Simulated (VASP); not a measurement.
A run of VASP 6.6.1 is set up as follows.

The input INCAR:

```
SYSTEM = InSb
ALGO     = Normal         ! electronic algorithm
EDIFF    = 1E-7           ! SCF threshold, eV
EDIFFG   = -0.005         ! ionic threshold
ENCUT    = 300            ! plane-wave cutoff, eV
GGA      = PE             ! functional
IBRION   = 2              ! ionic algorithm
ISIF     = 3              ! what is computed and relaxed
ISMEAR   = 0              ! smearing method
LASPH    = .TRUE.         ! aspherical terms in the spheres
LCHARG   = .FALSE.        ! write CHGCAR
LREAL    = .FALSE.        ! projectors in reciprocal space
LWAVE    = .FALSE.        ! write WAVECAR
NELM     = 80             ! most SCF steps
NSW      = 90             ! ionic steps
PREC     = Accurate       ! precision mode
SIGMA    = 0.03           ! smearing width, eV
```

The input KPOINTS:

```
k-points
0
G
  5 5 5
  0 0 0
```

The input POSCAR:

```
InSb                                    
1.0
   -0.0000000000      3.3279265388      3.3279265388
    3.3279265388      0.0000000000      3.3279265388
    3.3279265388      3.3279265388      0.0000000000
  In              Sb            
     1     1
Direct
     0.0000000000000000    0.0000000000000000    0.0000000000000000
     0.2500000000000000    0.2500000000000000    0.2500000000000000
```

Potentials or basis: VASP PAW PBE potentials, release 64 (In, Sb).

Command:

```bash
$ cat potpaw_PBE.64/In/POTCAR potpaw_PBE.64/Sb/POTCAR > POTCAR
$ mpirun -np 1 vasp_std > vasp.out
```

(1) Predict the band gap on the k mesh.

Answers

(1) none (metal or under the smearing width).

Caveat: the relaxation stopped at its first step, so nothing moved; this crystal is a semiconductor, whose small gap the functional closes, so the metal is an error of the method.
